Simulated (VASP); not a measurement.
Level of theory: PBE GGA with D3 dispersion (Becke-Johnson damping), VASP's PBE PAW potentials (set 64) (plane waves; VASP).

VASP ran on this input.

INCAR:
```
SYSTEM=TiAl
PREC=Accurate; ENCUT=520; LREAL=.False.
LASPH=.True.
EDIFF=1E-7; NELM=100; ALGO=Normal
LMAXMIX=4
ISMEAR=1; SIGMA=0.1
GGA=PE; IVDW=12
IBRION=2; NSW=30; ISIF=4
EDIFFG=-0.01
LWAVE=.False.; LCHARG=.False.
```

File POSCAR:
```
TiAl
1.0
  2.8397562600   0.0000000000   0.0000000000
  0.0000000000   2.8397562600   0.0000000000
  0.0000000000   0.0000000000   4.0834010270
Ti Al
1 1
Cart
  0.0000000000   0.0000000000   0.0000000000
  1.4198781300   1.4198781300   2.0417005135
```

**KPOINTS**
```
Automatic mesh
0
Gamma
13 13 9
0 0 0
```

POTCAR, in this order: Ti_sv Al (PBE.64 set). Program: vasp_std.

What VASP printed:

File OSZICAR:
```
       N       E                     dE             d eps       ncg     rms          rms(c)
DAV:   1     0.877902232834E+02    0.87790E+02   -0.74677E+03  3080   0.137E+03
DAV:   2    -0.810471140080E+01   -0.95895E+02   -0.93467E+02  3101   0.330E+02
DAV:   3    -0.138188546487E+02   -0.57141E+01   -0.54408E+01  4916   0.779E+01
DAV:   4    -0.140057959623E+02   -0.18694E+00   -0.18457E+00  3923   0.123E+01
DAV:   5    -0.140135415071E+02   -0.77455E-02   -0.77366E-02  4480   0.226E+00    0.955E+00
DAV:   6    -0.125654727336E+02    0.14481E+01   -0.13205E+01  3826   0.389E+01    0.349E+00
DAV:   7    -0.124023730411E+02    0.16310E+00   -0.13645E+00  3573   0.122E+01    0.185E+00
DAV:   8    -0.123897080596E+02    0.12665E-01   -0.16748E-01  3494   0.467E+00    0.549E-01
DAV:   9    -0.123872173354E+02    0.24907E-02   -0.33375E-02  3668   0.243E+00    0.245E-01
DAV:  10    -0.123873052690E+02   -0.87934E-04   -0.20157E-03  3788   0.525E-01    0.578E-02
DAV:  11    -0.123872841361E+02    0.21133E-04   -0.55681E-04  4022   0.256E-01    0.474E-02
DAV:  12    -0.123872875861E+02   -0.34500E-05   -0.30165E-05  3571   0.603E-02    0.156E-02
DAV:  13    -0.123872865231E+02    0.10630E-05   -0.21281E-06  4374   0.138E-02    0.876E-03
DAV:  14    -0.123872866006E+02   -0.77491E-07   -0.84955E-07  3443   0.117E-02
   1 F= -.13336165E+02 E0= -.13336060E+02  d E =-.133362E+02
```

### OUTCAR
```
------------------------ aborting loop because EDIFF is reached ----------------------------------------
 Edisp (eV)   -0.94888
  FORCE on cell =-STRESS in cart. coord.  units (eV):
  Direction    XX          YY          ZZ          XY          YZ          ZX
  --------------------------------------------------------------------------------------
  Total      -1.32111    -1.32111    -1.32157     0.00000    -0.00000     0.00000
  in kB     -64.27856   -64.27856   -64.30082     0.00000    -0.00000     0.00000
  external pressure =      -64.29 kB  Pullay stress =        0.00 kB
  volume of cell :       32.93
      direct lattice vectors                 reciprocal lattice vectors
     2.839756260  0.000000000  0.000000000     0.352142898  0.000000000  0.000000000
     0.000000000  2.839756260  0.000000000     0.000000000  0.352142898  0.000000000
     0.000000000  0.000000000  4.083401027     0.000000000  0.000000000  0.244893899
 POSITION                                       TOTAL-FORCE (eV/Angst)
 -----------------------------------------------------------------------------------
      0.00000      0.00000      0.00000         0.000000      0.000000      0.000000
      1.41988      1.41988      2.04170         0.000000      0.000000      0.000000
 -----------------------------------------------------------------------------------
    total drift:                                0.000000      0.000000      0.000000
  FREE ENERGIE OF THE ION-ELECTRON SYSTEM (eV)
  ---------------------------------------------------
  free  energy   TOTEN  =       -13.3361654158 eV

  energy  without entropy=      -13.3358503491  energy(sigma->0) =      -13.33606039

 reached required accuracy - stopping structural energy minimisation
```
(Selected blocks of OUTCAR.)

**OUTCAR**
```
 val. band max:        8.1607222631   @ k =   0.1538   0.0000   0.2222

 cond. band min:       8.1772980920   @ k =   0.3846   0.3077   0.2222


 Fermi energy:         8.1620495898

 k-point     1 :       0.0000    0.0000    0.0000
  band No.  band energies     occupation
      1     -48.5011      2.00000
      2     -24.8943      2.00000
      3     -24.4647      2.00000
      4     -24.4647      2.00000
      5      -0.7965      2.00000
      6       6.3381      2.00000
      7       7.3439      2.00000
      8       7.8155      2.00001
      9      10.2744      0.00000
     10      10.2744      0.00000
     11      11.3932      0.00000

 k-point     2 :       0.0769    0.0000    0.0000
  band No.  band energies     occupation
      1     -48.4981      2.00000
      2     -24.8912      2.00000
      3     -24.4911      2.00000
      4     -24.4625      2.00000
      5      -0.6814      2.00000
      6       6.4315      2.00000
      7       7.3859      2.00000
      8       7.7147      2.00000
      9      10.2933      0.00000
     10      10.4034      0.00000
     11      11.2816      0.00000

 k-point     3 :       0.1538    0.0000    0.0000
  band No.  band energies     occupation
      1     -48.4895      2.00000
      2     -24.8827      2.00000
      3     -24.5637      2.00000
      4     -24.4562      2.00000
      5      -0.3396      2.00000
      6       6.6829      2.00000
      7       7.4635      2.00000
      8       7.4653      2.00000
      9      10.3463      0.00000
     10      10.7524      0.00000
     11      10.9948      0.00000

 k-point     4 :       0.2308    0.0000    0.0000
  band No.  band energies     occupation
      1     -48.4774      2.00000
      2     -24.8706      2.00000
      3     -24.6650      2.00000
      4     -24.4474      2.00000
      5       0.2193      2.00000
      6       6.9928      2.00000
      7       7.1548      2.00000
      8       7.4020      2.00000
      9      10.4222      0.00000
...
```

The compound is TiAl in the L1_0 structure. This cell is one point of a volume scan, at 1.06 of the reference volume. The electron count is odd and the run is not spin-polarised, which forces a metal.
